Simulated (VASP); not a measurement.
Consider the following.

```
CELL_PARAMETERS angstrom
      2.78305     0.00000     0.00000
     -1.39152     2.41019     0.00000
      0.00000     0.00000     4.79511
ATOMIC_POSITIONS crystal
  Ag 0.00000 0.00000 0.50000
  Pt 0.66667 0.33333 0.00000
```

Calculation: PBEsol GGA, VASP's PBE PAW potentials (set 64) (plane waves; VASP). Numerical set-up: 300 eV cut-off, 11×11×6 Γ-centred mesh, Gaussian smearing of 0.10 eV, potentials Ag Pt.

At this cut-off the stress carries a Pulay error, which pulls relaxed volumes low. Unless said otherwise, spin-orbit coupling is left out, though it shifts the bands of the heavy elements here.

Question: Predict the energy per atom (σ→0), pressure, band gap (on the k-mesh) with the smallest direct gap where there is one.

Answer: 
```
Property                                                    Result
------------------------  ----------------------------------------
band gap (on the k-mesh)  none (metal, semimetal or under 0.01 eV)
energy per atom (σ→0)                               -5.167 eV/atom
pressure                                                 -5.23 GPa
```

Total energies compare only between runs with the same potentials, cut-off and functional.

The structure comes from a computed database's AgPt entry (P-6m2); how it stands against other phases isn't given here. The cell was not relaxed at this level. The electron count is odd and the run is not spin-polarised, which forces a metal.
